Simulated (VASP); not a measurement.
Calculation: PBEsol GGA, VASP's PBE PAW potentials (set 64) (plane waves; VASP).

Input for VASP

### POSCAR
```
Zr2Ir
1
   -3.2508900000     3.2508900000     2.8968350000
    3.2508900000    -3.2508900000     2.8968350000
    3.2508900000     3.2508900000    -2.8968350000
Zr Ir
4 2
Direct
  0.6739700000   0.1739700000   0.8479400000
  0.3260300000   0.8260300000   0.1520600000
  0.1739700000   0.3260300000   0.5000000000
  0.8260300000   0.6739700000   0.5000000000
  0.7500000000   0.7500000000   0.0000000000
  0.2500000000   0.2500000000   0.0000000000
```

INCAR:
```
# general
SYSTEM  = Zr2Ir
PREC    = Accurate
ENCUT   = 300
LREAL   = .FALSE.
LASPH   = .TRUE.

# electronic loop
EDIFF   = 1E-6
NELM    = 100
ALGO    = Normal
LMAXMIX = 6

# smearing
ISMEAR  = -1
SIGMA   = 0.1

# functional
GGA     = PS

# ions
ISIF    = 2

# output
LWAVE   = .FALSE.
LCHARG  = .FALSE.
```

### KPOINTS
```
Automatic mesh
0
Gamma
7 7 7
0 0 0
```

POTCAR, in this order: Zr_sv Ir (PBE.64 set). Program: vasp_std.

**Question.** What will the output report for the number of irreducible k-points (NKPTS), largest plane-wave count, number of space-group operations, FFT grid (NGX, NGY, NGZ)?

**Answer.** 
The number of irreducible k-points (NKPTS) comes out as 40, the largest plane-wave count is 1457 and the number of space-group operations is 16. The FFT grid (NGX, NGY, NGZ) comes out as 32 × 32 × 32.

The structure comes from a computed database's Zr2Ir entry (I4/mcm); how it stands against other phases isn't given here. The cell was not relaxed at this level. The run is one of a series of settings (KPOINTS 7×7×7 Γ-centred mesh against the base run), some of them coarse on purpose.
